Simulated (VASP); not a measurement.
Output of a VASP run:

File OSZICAR:
```
...
DAV:   4    -0.463368467379E+02   -0.52978E-01   -0.52911E-01  1244   0.710E+00
DAV:   5    -0.463376889208E+02   -0.84218E-03   -0.84210E-03  1268   0.882E-01    0.105E+01
DAV:   6    -0.403669737817E+02    0.59707E+01   -0.62855E+00  1164   0.204E+01    0.544E+00
DAV:   7    -0.380152894826E+02    0.23517E+01   -0.54440E-01  1268   0.806E+00    0.285E+00
DAV:   8    -0.401999449944E+02   -0.21847E+01   -0.16129E+00  1068   0.109E+01    0.178E+00
DAV:   9    -0.386685983175E+02    0.15313E+01   -0.50522E-01  1016   0.800E+00    0.254E-01
DAV:  10    -0.384990655666E+02    0.16953E+00   -0.74961E-02  1100   0.311E+00    0.166E-01
DAV:  11    -0.384392306343E+02    0.59835E-01   -0.15830E-02  1080   0.148E+00    0.159E-01
DAV:  12    -0.384148490585E+02    0.24382E-01   -0.23043E-02  1024   0.182E+00    0.127E-01
DAV:  13    -0.384917102127E+02   -0.76861E-01   -0.18309E-02  1020   0.145E+00    0.759E-02
DAV:  14    -0.385082674699E+02   -0.16557E-01   -0.29882E-03  1060   0.734E-01    0.261E-02
DAV:  15    -0.385083463457E+02   -0.78876E-04   -0.23950E-04  1268   0.217E-01    0.486E-03
DAV:  16    -0.385084046562E+02   -0.58310E-04   -0.72009E-06  1172   0.350E-02    0.345E-03
DAV:  17    -0.385084108330E+02   -0.61768E-05   -0.73580E-06  1160   0.300E-02    0.214E-03
DAV:  18    -0.385084247745E+02   -0.13942E-04   -0.16581E-06  1156   0.148E-02    0.866E-04
DAV:  19    -0.385084230589E+02    0.17156E-05   -0.15827E-07  1004   0.487E-03    0.609E-04
DAV:  20    -0.385084259321E+02   -0.28731E-05   -0.80635E-08   788   0.374E-03    0.513E-04
DAV:  21    -0.385084252277E+02    0.70431E-06   -0.45961E-08   796   0.269E-03    0.286E-04
DAV:  22    -0.385084256082E+02   -0.38051E-06   -0.47009E-09   652   0.698E-04    0.213E-04
DAV:  23    -0.385084256398E+02   -0.31570E-07   -0.14801E-09   644   0.468E-04
   1 F= -.38508426E+02 E0= -.38508426E+02  d E =-.385084E+02
       N       E                     dE             d eps       ncg     rms          rms(c)
DAV:   1    -0.388106531817E+02   -0.30223E+00   -0.11060E+01  1008   0.300E+01    0.204E+00
DAV:   2    -0.386369899439E+02    0.17366E+00   -0.16491E-01  1132   0.410E+00    0.121E+00
DAV:   3    -0.385379077574E+02    0.99082E-01   -0.20169E-01  1208   0.381E+00    0.264E-01
DAV:   4    -0.385927956278E+02   -0.54888E-01   -0.32541E-02  1072   0.214E+00    0.162E-01
DAV:   5    -0.385277645043E+02    0.65031E-01   -0.34257E-02  1008   0.234E+00    0.145E-01
DAV:   6    -0.385904402273E+02   -0.62676E-01   -0.20774E-02  1016   0.177E+00    0.496E-02
DAV:   7    -0.385923403992E+02   -0.19002E-02   -0.16566E-03  1060   0.489E-01    0.196E-02
DAV:   8    -0.385926774553E+02   -0.33706E-03   -0.27216E-04  1108   0.226E-01    0.871E-03
DAV:   9    -0.385927350060E+02   -0.57551E-04   -0.71533E-05  1084   0.128E-01    0.348E-03
DAV:  10    -0.385927639729E+02   -0.28967E-04   -0.17732E-05  1116   0.629E-02    0.531E-04
DAV:  11    -0.385927742368E+02   -0.10264E-04   -0.50269E-07  1248   0.944E-03    0.375E-04
DAV:  12    -0.385927721531E+02    0.20837E-05   -0.37486E-08   820   0.258E-03    0.270E-04
DAV:  13    -0.385927743497E+02   -0.21965E-05   -0.26637E-08   724   0.204E-03    0.713E-05
DAV:  14    -0.385927734574E+02    0.89228E-06   -0.46807E-09   636   0.882E-04    0.604E-05
DAV:  15    -0.385927735699E+02   -0.11247E-06   -0.33879E-10   600   0.243E-04    0.332E-05
DAV:  16    -0.385927734071E+02    0.16278E-06   -0.36836E-10   600   0.268E-04    0.190E-05
DAV:  17    -0.385927734617E+02   -0.54659E-07   -0.16281E-10   580   0.163E-04
   2 F= -.38592773E+02 E0= -.38592773E+02  d E =-.843478E-01
```

OUTCAR:
```
------------------------ aborting loop because EDIFF is reached ----------------------------------------
  FORCE on cell =-STRESS in cart. coord.  units (eV):
  Direction    XX          YY          ZZ          XY          YZ          ZX
  --------------------------------------------------------------------------------------
  Total       -0.2896878     -0.2896879     -0.2351060      0.0000000     -0.0000000     -0.0000000
  in kB      -12.0235135    -12.0235173     -9.7580928      0.0000000     -0.0000000     -0.0000000
  external PRESSURE =     -11.2683745 kB  Pullay stress =       0.0000000 kB
  volume of cell :       38.60
      direct lattice vectors                 reciprocal lattice vectors
     1.252710892 -2.169759257  0.000000000     0.399134392 -0.230440312  0.000000000
     1.252710892  2.169759257  0.000000000     0.399134392  0.230440312  0.000000000
     0.000000000  0.000000000  7.100959422     0.000000000  0.000000000  0.140826041
  FREE ENERGIE OF THE ION-ELECTRON SYSTEM (eV)
  ---------------------------------------------------
  free  energy   TOTEN  =       -38.5927734617 eV

  energy  without entropy=      -38.5927734617  energy(sigma->0) =      -38.59277346

 reached required accuracy - stopping structural energy minimisation
```
(Selected blocks of OUTCAR.)

### POSCAR
```
BN
1
    1.2755879491    -2.2093835330     0.0000000000
    1.2755879491     2.2093835330     0.0000000000
    0.0000000000     0.0000000000     6.8485386941
B N
2 2
Direct
  0.3333330000   0.6666670000   0.2500000000
  0.6666670000   0.3333330000   0.7500000000
  0.6666670000   0.3333330000   0.2500000000
  0.3333330000   0.6666670000   0.7500000000
```

Question: Reconstruct the remaining input files.

Answer: Several could match; the one computed here: the input of the run itself, r2SCAN meta-GGA, plane waves, VASP's PBE PAW potentials (set 64).

**INCAR**
```
SYSTEM = BN
PREC = Accurate
ENCUT = 520
EDIFF = 1E-7
NELM = 100
ALGO = Normal
LREAL = .FALSE.
LASPH = .TRUE.
ISMEAR = 0
SIGMA = 0.05
METAGGA = R2SCAN
LMIXTAU = .TRUE.
LWAVE = .FALSE.
LCHARG = .FALSE.
ISIF = 4
IBRION = 2
NSW = 30
EDIFFG = -0.01
```

### KPOINTS
```
Automatic
0
gamma
10 10 4
0 0 0
```

POTCAR, in this order: B N (PBE.64 set). Program: vasp_std.

The compound is BN in the hex structure. This cell is one point of a volume scan, at 1.06 of the reference volume. Symmetry was kept, so distortions that lower it aren't found.
